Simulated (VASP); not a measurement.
Output of a VASP run:

File OUTCAR:
```
 ion  position               nearest neighbor table
   1  0.665  0.665  0.000-   3 2.57   3 2.57   2 2.63   2 2.65   2 2.65   2 2.65   2 2.65   3 2.68
                             3 2.69   3 2.69
   2  0.335  0.335  0.000-   3 2.57   3 2.57   1 2.63   1 2.65   1 2.65   1 2.65   1 2.65   3 2.68
                             3 2.69   3 2.69
   3  0.000  0.030  0.030-   1 2.57   1 2.57   2 2.57   2 2.57   1 2.68   2 2.68   1 2.69   2 2.69
                             1 2.69   2 2.69
  LATTYP: Found a body centered orthorhombic cell.
 ALAT       =     3.1991320000
 B/A-ratio  =     1.0117138024
 C/A-ratio  =     2.4958188659
 Subroutine PRICEL returns:
 Original cell was already a primitive cell.
 Subroutine GETGRP returns: Found  4 space group operations
The static configuration has the point symmetry C_2v.
The dynamic configuration has the point symmetry C_2v.
 Subroutine INISYM returns: Found  4 space group operations
 Subroutine IBZKPT returns following result:
 Found    280 irreducible k-points:

 Following reciprocal coordinates:
            Coordinates               Weight
  0.000000  0.000000  0.000000      1.000000
  0.083333  0.000000  0.000000      4.000000
  0.166667  0.000000  0.000000      4.000000
  0.250000  0.000000  0.000000      4.000000
  0.333333  0.000000  0.000000      4.000000
  0.416667  0.000000 -0.000000      4.000000
  0.500000  0.000000  0.000000      2.000000
  0.000000  0.083333 -0.000000      4.000000
  0.083333  0.083333  0.000000      8.000000
  0.166667  0.083333  0.000000      8.000000
  0.250000  0.083333  0.000000      8.000000
  0.333333  0.083333  0.000000      8.000000
  0.416667  0.083333  0.000000      8.000000
  0.500000  0.083333  0.000000      8.000000
 -0.416667  0.083333  0.000000      8.000000
 -0.333333  0.083333  0.000000      8.000000
 -0.250000  0.083333 -0.000000      8.000000
 -0.166667  0.083333  0.000000      8.000000
 -0.083333  0.083333 -0.000000      4.000000
  0.000000  0.166667 -0.000000      4.000000
  0.083333  0.166667  0.000000      8.000000
  0.166667  0.166667  0.000000      8.000000
  0.250000  0.166667 -0.000000      8.000000
  0.333333  0.166667  0.000000      8.000000
  0.416667  0.166667 -0.000000      8.000000
  0.500000  0.166667  0.000000      8.000000
 -0.416667  0.166667  0.000000      8.000000
 -0.333333  0.166667 -0.000000      8.000000
 -0.250000  0.166667 -0.000000      8.000000
 -0.166667  0.166667 -0.000000      4.000000
 -0.083333  0.166667 -0.000000      8.000000
  0.000000  0.250000 -0.000000      4.000000
  0.083333  0.250000  0.000000      8.000000
  0.166667  0.250000 -0.000000      8.000000
  0.250000  0.250000  0.000000      8.000000
  0.333333  0.250000  0.000000      8.000000
  0.416667  0.250000  0.000000      8.000000
  0.500000  0.250000  0.000000      8.000000
 -0.416667  0.250000  0.000000      8.000000
 -0.333333  0.250000 -0.000000      8.000000
   k-points           NKPTS =    280   k-points in BZ     NKDIM =    280   number of bands    NBANDS=     15
   number of dos      NEDOS =    301   number of ions     NIONS =      3
   total plane-waves  NPLWV =  27000
   dimension x,y,z NGX =    30 NGY =   30 NGZ =   30
   dimension x,y,z NGXF=    60 NGYF=   60 NGZF=   60
   ions per type =               2   1
   PREC   = accura    normal or accurate (medium, high low for compatibility)
   ISTART =      0    job   : 0-new  1-cont  2-samecut
   ICHARG =      2    charge: 1-file 2-atom 10-const
   ISPIN  =      1    spin polarized calculation?
   LNONCOLLINEAR =      F non collinear calculations
   LSORBIT =      F    spin-orbit coupling
   INIWAV =      1    electr: 0-lowe 1-rand  2-diag
   ENCUT  =  400.0 eV  29.40 Ry    5.42 a.u.   7.49  7.49  7.49*2*pi/ulx,y,z
   NELM   =    100;   NELMIN=  2; NELMDL= -5     # of ELM steps
   EDIFF  = 0.1E-05   stopping-criterion for ELM
   LREAL  =      F    real-space projection
   NLSPLINE    = F    spline interpolate recip. space projectors
...
```

**OSZICAR**
```
       N       E                     dE             d eps       ncg     rms          rms(c)
DAV:   1     0.111638321553E+03    0.11164E+03   -0.96481E+03  8400   0.123E+03
DAV:   2    -0.167069258751E+02   -0.12835E+03   -0.12673E+03  9625   0.319E+02
DAV:   3    -0.202679228922E+02   -0.35610E+01   -0.34523E+01 11361   0.469E+01
DAV:   4    -0.202928648905E+02   -0.24942E-01   -0.24937E-01  9569   0.458E+00
DAV:   5    -0.202931775999E+02   -0.31271E-03   -0.31270E-03 11473   0.504E-01    0.239E+01
DAV:   6    -0.191611257629E+02    0.11321E+01   -0.71920E+00 10220   0.197E+01    0.701E+00
DAV:   7    -0.191177635978E+02    0.43362E-01   -0.32109E-01  9905   0.375E+00    0.407E+00
DAV:   8    -0.191159742180E+02    0.17894E-02   -0.75306E-02 11095   0.181E+00    0.377E-01
DAV:   9    -0.191182755311E+02   -0.23013E-02   -0.41826E-03 10584   0.438E-01    0.243E-01
DAV:  10    -0.191200194244E+02   -0.17439E-02   -0.33959E-03 10535   0.378E-01    0.759E-02
DAV:  11    -0.191201167707E+02   -0.97346E-04   -0.24138E-04 10878   0.964E-02    0.276E-02
DAV:  12    -0.191201369578E+02   -0.20187E-04   -0.34751E-05 10731   0.336E-02    0.123E-02
DAV:  13    -0.191201411370E+02   -0.41792E-05   -0.12701E-05 10619   0.193E-02    0.463E-03
DAV:  14    -0.191201412687E+02   -0.13166E-06   -0.10078E-06  5432   0.627E-03
   1 F= -.19120141E+02 E0= -.19119979E+02  d E =-.485582E-03
```

OUTCAR:
```
------------------------ aborting loop because EDIFF is reached ----------------------------------------
  FORCE on cell =-STRESS in cart. coord.  units (eV):
  Direction    XX          YY          ZZ          XY          YZ          ZX
  --------------------------------------------------------------------------------------
  Total        1.9498474      1.2475276     -0.4503689      0.0000000      0.0000000      0.0000000
  in kB       75.5742757     48.3530125    -17.4558820      0.0000000      0.0000000      0.0000000
  external PRESSURE =      35.4904687 kB  Pullay stress =       0.0000000 kB
  volume of cell :       41.34
      direct lattice vectors                 reciprocal lattice vectors
    -1.599566000  1.618303000  3.992227000     0.000000000  0.308965626  0.125243379
     1.599566000 -1.618303000  3.992227000     0.312584789  0.000000000  0.125243379
     1.599566000  1.618303000 -3.992227000     0.312584789  0.308965626  0.000000000
 POSITION                                       TOTAL-FORCE (eV/Angst)
 -----------------------------------------------------------------------------------
      0.00000      0.00000      5.30966         0.522514     -0.000000      0.062736
      0.00000      0.00000      2.67479         0.522514     -0.000000     -0.062736
      0.09736      0.00000      0.00000        -1.045028      0.000000      0.000000
 -----------------------------------------------------------------------------------
    total drift:                               -0.000128     -0.000000      0.000000
  FREE ENERGIE OF THE ION-ELECTRON SYSTEM (eV)
  ---------------------------------------------------
  free  energy   TOTEN  =       -19.1201412687 eV

  energy  without entropy=      -19.1196556871  energy(sigma->0) =      -19.11997941

 total charge

# of ion       s       p       d       tot
------------------------------------------
    1        0.740   0.883   0.000   1.622
    2        0.740   0.883   0.000   1.622
    3        2.323   6.310   3.445  12.078
--------------------------------------------------
tot          3.803   8.075   3.445  15.323
```
(Selected blocks of OUTCAR.)

File POSCAR:
```
WSi2
1
   -1.5995660000     1.6183030000     3.9922270000
    1.5995660000    -1.6183030000     3.9922270000
    1.5995660000     1.6183030000    -3.9922270000
Si W
2 1
Direct
  0.6650000000   0.6650000000   0.0000000000
  0.3350000000   0.3350000000   0.0000000000
 -0.0000000000   0.0304320000   0.0304320000
```

Problem. Write an INCAR and KPOINTS that could have produced this output.

Solution. Several could match; the one computed here: the input of the run itself, PBE GGA + U (Dudarev), plane waves, VASP's PBE PAW potentials (set 64).

**KPOINTS**
```
Regular mesh
0
Gamma
 12 12 12
```

INCAR:
```
LDAUL = -1 2
ISIF = 2   ! forces and stress, cell fixed
LCHARG = .FALSE.
LDAUU = 0 5.0
PREC = Accurate
EDIFF = 1E-6   ! SCF stop (eV)
ENCUT = 400   ! plane-wave cut-off (eV)
LORBIT = 10
LDAUJ = 0 0
ISMEAR = 1   ! Methfessel-Paxton
ALGO = Normal   ! blocked Davidson
LASPH = .TRUE.   ! aspherical one-centre terms
SIGMA = 0.1   ! width (eV)
GGA = PE   ! PBE
LWAVE = .FALSE.
LREAL = .FALSE.   ! projection in real space or not
SYSTEM = WSi2
LDAUPRINT = 1
LMAXMIX = 6   ! l cut-off of mixed one-centre charges
LDAUTYPE = 2
NELM = 100   ! most electronic steps
LDAU = .TRUE.
```

POTCAR, in this order: Si W_sv (PBE.64 set). Program: vasp_std.

The compound is WSi2 in the MoSi2 type structure. The cell was not relaxed at this level. The run is one of a series of settings (LDAU = .TRUE., LDAUJ = 0 0, LDAUL = -1 2, LDAUTYPE = 2, LDAUU = 0 5.0 against the base run), some of them coarse on purpose.
